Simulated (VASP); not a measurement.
The input files of a VASP run:

KPOINTS:
```
Automatic mesh
0
Gamma
13 13 4
0 0 0
```

POSCAR:
```
HfN
1
    3.1394430989    -0.0000000607    -0.0000000000
   -1.5697211548     2.7188374770     0.0000000000
   -0.0000000000    -0.0000000000    10.8006984861
Hf N
4 4
Direct
  0.3333330000   0.6666670000   0.1170959908
  0.6666670000   0.3333330000   0.6170959908
  0.6666670000   0.3333330000   0.8829040092
  0.3333330000   0.6666670000   0.3829040092
  0.0000000000   0.0000000000   0.0000000000
  0.0000000000   0.0000000000   0.5000000000
  0.3333330000   0.6666670000   0.7500000000
  0.6666670000   0.3333330000   0.2500000000
```

**INCAR**
```
# general
SYSTEM  = HfN
PREC    = Accurate
ENCUT   = 520
LREAL   = .FALSE.
LASPH   = .TRUE.

# electronic loop
EDIFF   = 1E-7
NELM    = 100
ALGO    = Normal
LMAXMIX = 6

# smearing
ISMEAR  = -5

# functional
GGA     = PS

# ions
ISIF    = 2

# output
LWAVE   = .FALSE.
LCHARG  = .TRUE.
LORBIT  = 11
NEDOS   = 601

# other
LEFG    = .TRUE.
```

POTCAR, in this order: Hf_pv N (PBE.64 set). Program: vasp_std.

Question: Translate this PBEsol calculation to Ansatz.

Answer: One equivalent input (not run):
Ansatz 0.2 input:
```yaml
crystal:
  lattice:
    - [3.1394431, -0.0000001, 0.0000000]
    - [-1.5697212, 2.7188375, 0.0000000]
    - [0.0000000, 0.0000000, 10.8006985]
  atoms:
    - { symbol: Hf, position: [0.3333330, 0.6666670, 0.1170960] }
    - { symbol: Hf, position: [0.6666670, 0.3333330, 0.6170960] }
    - { symbol: Hf, position: [0.6666670, 0.3333330, 0.8829040] }
    - { symbol: Hf, position: [0.3333330, 0.6666670, 0.3829040] }
    - { symbol: N, position: [0.0000000, 0.0000000, 0.0000000] }
    - { symbol: N, position: [0.0000000, 0.0000000, 0.5000000] }
    - { symbol: N, position: [0.3333330, 0.6666670, 0.7500000] }
    - { symbol: N, position: [0.6666670, 0.3333330, 0.2500000] }
kpoints:
  mp_grid: { grid: [13, 13, 4] }
hamiltonian:
  xc: pbesol
  pseudopotentials: { kind: paw }
scf:
  occupations: { method: tetrahedron }
  max_iter: 100
output: { forces: true, stress: true, eigenvalues: true }
```
Limits of the translation: each code has its own PAW files, so the cut-off isn't converted (ENCUT is set for VASP's; basis.ecutwfc is left out, and Ansatz then takes the one that its files recommend); Ansatz stops its SCF on the density residual and VASP on the energy change (EDIFF); the field gradients of LEFG aren't asked of the other code.

The structure was generated: HfN was put into the TiAs type (P6_3/mmc), which need not be its known phase. It was relaxed first, which changed the volume by -27 %.
